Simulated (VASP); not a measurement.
Runs of VASP 6.6.1 on NiO. Symmetry: Fm-3m, No. 225, cubic system. Conventional cell: a = 4.172 Å, b = 4.172 Å, c = 4.172 Å, α = 90.00°, β = 90.00°, γ = 90.00°. Ni (site symmetry m-3m) is surrounded by 6 O at 2.09 Å. O (site symmetry m-3m) has 6 Ni at 2.09 Å as nearest neighbours. 

```csv
k mesh,cutoff (eV),mesh quality,gap on the mesh (eV),pressure (GPa),moment (μB)
10 × 10 × 10,600,not flagged,none,5.6,(c)
10 × 10 × 10,700,not flagged,none,5.0,1.72
8 × 8 × 8,520,not flagged,none,1.5,(b)
6 × 6 × 6,520,coarse,none,(a),1.72
4 × 4 × 4,520,coarse,none,2.0,1.38
10 × 10 × 10,520,not flagged,none,5.6,1.73
14 × 14 × 14,520,not flagged,none,5.3,1.70
```

Alike in all rows: task single point; level PBE; potentials or basis VASP PAW PBE potentials, release 64 (Ni, O); spin collinear, ferromagnetic start; cell as given; smearing gaussian 0.02 eV.

Task: Fill in the values left out.

Result: (a) 5.5; (b) 1.25; (c) 1.74.

Caveats: some runs use coarse meshes; a cell with one magnetic atom can't hold antiferromagnetic order, which such compounds often take; semilocal functionals often make such compounds metallic where correlation or magnetic order opens a gap, which also shifts bond lengths.

A gap of «none» marks a metal or a gap under the smearing width.
